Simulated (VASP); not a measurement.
Calculation: LDA (Ceperley-Alder, Perdew-Zunger), VASP's LDA PAW potentials (set 64) (plane waves; VASP 6.6.1).

VASP input:

### KPOINTS
```
Automatic mesh
0
Gamma
5 5 5
0 0 0
```

### INCAR
```
SYSTEM  =  Al2O3
PREC  =  Accurate; ENCUT  =  520; LREAL  =  F
LASPH  =  T
EDIFF  =  1E-6; NELM  =  100; ALGO  =  Normal
ISMEAR  =  0; SIGMA  =  0.05
IBRION  =  2; NSW  =  60; ISIF  =  3
EDIFFG  =  -0.02
LWAVE  =  F; LCHARG  =  F
```

### POSCAR
```
Al2O3
1
    4.5159351616    -2.3667186635    -0.0004805300
    4.5159351616     2.3667186635    -0.0004805300
    3.2759973309    -0.0000000000     3.9067721088
Al O
4 6
Direct
  0.8519816038   0.8519816038   0.8519816038
  0.3519816038   0.3519816038   0.3519816038
  0.1480183962   0.1480183962   0.1480183962
  0.6480183962   0.6480183962   0.6480183962
  0.4442415337   0.0557584663   0.7500000000
  0.0557584663   0.7500000000   0.4442415337
  0.5557584663   0.9442415337   0.2500000000
  0.2500000000   0.5557584663   0.9442415337
  0.9442415337   0.2500000000   0.5557584663
  0.7500000000   0.4442415337   0.0557584663
```

POTCAR, in this order: Al O (LDA.64 set). Program: vasp_std.

Question: What will the output report for the number of irreducible k-points (NKPTS), number of bands (NBANDS), largest plane-wave count, number of space-group operations, FFT grid (NGX, NGY, NGZ)?

Answer: 
```yaml
number of irreducible k-points (NKPTS): 19
number of bands (NBANDS): 30
largest_plane_wave_count: 2272
number_of_space_group_operations: 12
FFT grid (NGX, NGY, NGZ): 40 × 40 × 40
```

The compound is Al2O3 in the corundum structure. It was relaxed first. The start is the result of an earlier pass.
